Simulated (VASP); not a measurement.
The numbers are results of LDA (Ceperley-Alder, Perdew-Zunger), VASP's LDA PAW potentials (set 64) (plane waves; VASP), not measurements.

Input for VASP

**KPOINTS**
```
K-points
0
Gamma
  8 3 1
0 0 0
```

POSCAR:
```
Sc
17.62060
  0.1905683121   0.0000000000   0.0000000000
  0.0000000000   0.6131547734   0.0000000000
  0.0000000000   0.0000000000   1.0000000000
Sc
12
direct
  0.5833330000   0.0000000000   0.3378150000
  0.5833330000   0.5000000000   0.3378150000
  0.0833330000   0.2500000000   0.3918770000
  0.0833330000   0.7500000000   0.2837590000
  0.0833330000   0.0000000000   0.5000000000
  0.0833330000   0.5000000000   0.5000000000
  0.5833330000   0.2500000000   0.5540620000
  0.5833330000   0.7500000000   0.4459380000
  0.5833330000   0.0000000000   0.6621790000
  0.5833330000   0.5000000000   0.6621790000
  0.0833330000   0.2500000000   0.7162410000
  0.0833330000   0.7500000000   0.6081230000
```

**INCAR**
```
! general
SYSTEM   =  Sc
PREC     =  Accurate
ENCUT    =  300   ! plane-wave cut-off (eV)
LREAL    =  .FALSE.
LASPH    =  .TRUE.   ! aspherical one-centre terms

! electronic loop
EDIFF    =  1E-6   ! SCF stop (eV)
NELM     =  100
ALGO     =  Normal
LMAXMIX  =  4

! smearing
ISMEAR   =  1
SIGMA    =  0.136

! ions
ISIF     =  2

! output
LWAVE    =  .FALSE.
LCHARG   =  .FALSE.
```

POTCAR, in this order: Sc_sv (LDA.64 set). Program: vasp_std.

The cell holds a wide vacuum, so values per volume refer to the whole cell.

Predict the energy per atom (σ→0), largest force, band gap (on the k-mesh).

- energy per atom (σ→0) = -6.087 eV/atom
- band gap (on the k-mesh) = none (metal, semimetal or under 0.01 eV)
- largest force = 0.954 eV/Å

### OSZICAR
```
...
DAV:  18    -0.730474341321E+02   -0.10140E-02   -0.46976E-04  2216   0.104E-01    0.158E-02
DAV:  19    -0.730479361717E+02   -0.50204E-03   -0.11028E-04  2264   0.403E-02    0.113E-02
DAV:  20    -0.730482115573E+02   -0.27539E-03   -0.59694E-05  1592   0.242E-02    0.481E-03
DAV:  21    -0.730482759629E+02   -0.64406E-04   -0.20020E-05  1616   0.165E-02    0.378E-03
DAV:  22    -0.730482918289E+02   -0.15866E-04   -0.42024E-06  1464   0.894E-03    0.164E-03
DAV:  23    -0.730482972215E+02   -0.53927E-05   -0.29202E-06  1496   0.622E-03    0.109E-03
DAV:  24    -0.730482975967E+02   -0.37514E-06   -0.18657E-07  1224   0.375E-03
   1 F= -.73048298E+02 E0= -.73047230E+02  d E =-.320328E-02
```

The cell is a sheet with vacuum, built from a generated structure.
